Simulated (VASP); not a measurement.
VASP ran on this input.

KPOINTS:
```
Automatic mesh
0
Gamma
9 9 5
0 0 0
```

### INCAR
```
SYSTEM = ZrSe2
PREC = Accurate; ENCUT = 400; LREAL = .False.
LASPH = .True.
EDIFF = 1E-8; NELM = 100; ALGO = Normal
LMAXMIX = 4
ISMEAR = 1; SIGMA = 0.1
IBRION = 1; NSW = 30; ISIF = 2
EDIFFG = -0.001
LWAVE = .False.; LCHARG = .False.
```

**POSCAR**
```
ZrSe2
1
    1.8477691216    -3.2004302135    -0.0000000000
    1.8477691216     3.2004302135     0.0000000000
    0.0000000000     0.0000000000     5.9422252398
Zr Se
1 2
Direct
  0.0000000000   0.0000000000   0.0000000000
  0.3333330000   0.6666670000   0.2668880832
  0.6666670000   0.3333330000   0.7331119168
```

POTCAR, in this order: Zr_sv Se (LDA.64 set). Program: vasp_std.

Q: Write an equivalent input for Quantum ESPRESSO's pw.x.

A: One equivalent input (not run):
```
&CONTROL
  calculation = 'relax'
  pseudo_dir = './pseudo'
  outdir = './out'
  tprnfor = .true.
  tstress = .true.
  nstep = 30
  forc_conv_thr = 3.9e-05
/
&SYSTEM
  ibrav = 0
  nat = 3
  ntyp = 2
  ecutwfc = 86
  occupations = 'smearing'
  smearing = 'methfessel-paxton'
  degauss = 0.00735
  input_dft = 'pz'
/
&ELECTRONS
  conv_thr = 7.3e-10
  electron_maxstep = 100
/
&IONS
/
ATOMIC_SPECIES
  Zr 91.224 Zr.upf
  Se 78.971 Se.upf
CELL_PARAMETERS angstrom
     1.8477691   -3.2004302   -0.0000000
     1.8477691    3.2004302    0.0000000
     0.0000000    0.0000000    5.9422252
ATOMIC_POSITIONS crystal
  Zr   0.0000000  0.0000000  0.0000000
  Se   0.3333330  0.6666670  0.2668881
  Se   0.6666670  0.3333330  0.7331119
K_POINTS automatic
  9 9 5 0 0 0
```
Limits of the translation: the potentials are each code's own (VASP's PAW set, PseudoDojo norm-conserving files in pw.x), so ENCUT and ecutwfc are chosen apart and not converted; conv_thr bounds pw.x's estimated SCF error, while EDIFF bounds the energy change between steps; forc_conv_thr acts on force components and is met together with etot_conv_thr.

The compound is ZrSe2 in the 1T layered structure. This run relaxes the ions in a fixed cell. Symmetry was kept, so distortions that lower it aren't found. The start is the result of an earlier pass.
